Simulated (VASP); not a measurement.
Given:

```yaml
crystal:
  lattice:
    - [1.82678, -3.16408, 0.00000]
    - [1.82678, 3.16408, 0.00000]
    - [0.00000, 0.00000, 6.01747]
  atoms:
    - { symbol: Sn, position: [0.00000, 0.00000, 0.00000] }
    - { symbol: S, position: [0.33333, 0.66667, 0.24495] }
    - { symbol: S, position: [0.66667, 0.33333, 0.75505] }
```

Level of theory: PBEsol GGA, VASP's PBE PAW potentials (set 64) (plane waves; VASP 6.6.1). Settings: 400 eV cut-off, 8×8×4 Γ-centred mesh, tetrahedra with Blöchl corrections, potentials Sn_d S.

Without a dispersion term in the relaxation, distances and binding between the weakly bound layers, chains or molecules are unreliable, and so is what depends on them.

Problem. Predict the energy per atom (σ→0).

Solution. 
```
Quantity                           Result
---------------------  ------------------
energy per atom (σ→0)  -459.0 kJ/mol-atom
```

The compound is SnS2 in the 1T layered structure. It was relaxed first.
